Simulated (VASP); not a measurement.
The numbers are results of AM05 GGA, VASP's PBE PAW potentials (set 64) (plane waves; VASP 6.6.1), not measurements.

VASP ran on this input.

POSCAR:
```
BaTiO3
1
    3.9882108923     0.0000000000     0.0000000000
    0.0000000000     3.9882108923     0.0000000000
    0.0000000000     0.0000000000     3.9882108923
Ba Ti O
1 1 3
Direct
  0.0000000000   0.0000000000   0.0000000000
  0.5000000000   0.5000000000   0.5000000000
  0.5000000000   0.0000000000   0.5000000000
  0.0000000000   0.5000000000   0.5000000000
  0.5000000000   0.5000000000   0.0000000000
```

INCAR:
```
SYSTEM  =  BaTiO3
PREC  =  Accurate; ENCUT  =  520; LREAL  =  .FALSE.
LASPH  =  .TRUE.; ICHARG  =  11
EDIFF  =  1E-7; NELM  =  100; ALGO  =  Normal
LMAXMIX  =  4
ISMEAR  =  0; SIGMA  =  0.05
GGA  =  AM
LWAVE  =  .FALSE.; LCHARG  =  .FALSE.; LORBIT  =  11
```

### KPOINTS
```
k-points along high-symmetry lines
15
Line-mode
Reciprocal
  0.000000   0.000000   0.000000 ! GAMMA
  0.000000   0.500000   0.000000 ! X

  0.000000   0.500000   0.000000 ! X
  0.500000   0.500000   0.000000 ! M

  0.500000   0.500000   0.000000 ! M
  0.000000   0.000000   0.000000 ! GAMMA

  0.000000   0.000000   0.000000 ! GAMMA
  0.500000   0.500000   0.500000 ! R

  0.500000   0.500000   0.500000 ! R
  0.000000   0.500000   0.000000 ! X

  0.500000   0.500000   0.500000 ! R
  0.500000   0.500000   0.000000 ! M
```

POTCAR, in this order: Ba_sv Ti_sv O (PBE.64 set). Program: vasp_std. Read from the step before: CHGCAR.

Output

OSZICAR:
```
       N       E                     dE             d eps       ncg     rms          rms(c)
DAV:   1     0.424277975450E+03    0.42428E+03   -0.21909E+04  4320   0.184E+03
DAV:   2     0.110735629771E+02   -0.41320E+03   -0.40572E+03  4904   0.487E+02
DAV:   3    -0.372004786985E+02   -0.48274E+02   -0.46450E+02  7216   0.142E+02
DAV:   4    -0.392163395410E+02   -0.20159E+01   -0.20147E+01  5336   0.282E+01
DAV:   5    -0.393068070681E+02   -0.90468E-01   -0.90467E-01  6264   0.438E+00
DAV:   6    -0.393077408768E+02   -0.93381E-03   -0.93380E-03  5480   0.485E-01
DAV:   7    -0.393077613853E+02   -0.20508E-04   -0.20508E-04  6368   0.631E-02
DAV:   8    -0.393077616634E+02   -0.27815E-06   -0.27813E-06  5520   0.648E-03
DAV:   9    -0.393077616702E+02   -0.67694E-08   -0.67952E-08  4120   0.906E-04
   1 F= -.39307762E+02 E0= -.39307762E+02  d E =-.345639E-23
```

**OUTCAR**
```
 val. band max:        3.8302002670   @ k =   0.5000   0.5000   0.5000

 cond. band min:       5.5480079325   @ k =   0.0000   0.0000   0.0000



 k-point     1 :       0.0000    0.0000    0.0000
  band No.  band energies     occupation
      1     -52.3983      2.00000
      2     -28.7993      2.00000
      3     -28.7993      2.00000
      4     -28.7993      2.00000
      5     -20.9450      2.00000
      6     -12.9551      2.00000
      7     -12.2621      2.00000
      8     -12.2621      2.00000
      9      -6.1139      2.00000
     10      -6.1139      2.00000
     11      -6.1139      2.00000
     12       1.5182      2.00000
     13       1.5182      2.00000
     14       1.5182      2.00000
     15       2.7090      2.00000
     16       2.7090      2.00000
     17       2.7090      2.00000
     18       3.6947      2.00000
     19       3.6947      2.00000
     20       3.6947      2.00000
     21       5.5480      0.00000
     22       5.5480      0.00000
     23       5.5480      0.00000
     24       7.8278      0.00000

 k-point     2 :       0.0000    0.0357    0.0000
  band No.  band energies     occupation
      1     -52.3983      2.00000
      2     -28.8000      2.00000
      3     -28.7993      2.00000
      4     -28.7993      2.00000
      5     -20.9434      2.00000
      6     -12.9554      2.00000
      7     -12.2618      2.00000
      8     -12.2616      2.00000
      9      -6.1118      2.00000
     10      -6.1118      2.00000
     11      -6.1080      2.00000
     12       1.4954      2.00000
     13       1.5146      2.00000
     14       1.5146      2.00000
     15       2.6914      2.00000
     16       2.6914      2.00000
     17       2.6958      2.00000
     18       3.6562      2.00000
     19       3.6832      2.00000
     20       3.6832      2.00000
     21       5.5500      0.00000
     22       5.5790      0.00000
     23       5.5790      0.00000
     24       7.8280      0.00000

...
```

The density is held fixed in this step, so its total energy and stress have no physical meaning. Unless said otherwise, spin-orbit coupling is left out, though it shifts the bands of the heavy elements here.

The compound is BaTiO3 in the cubic perovskite structure, the ideal cubic form; the compound distorts at low or room temperature. It was relaxed first.
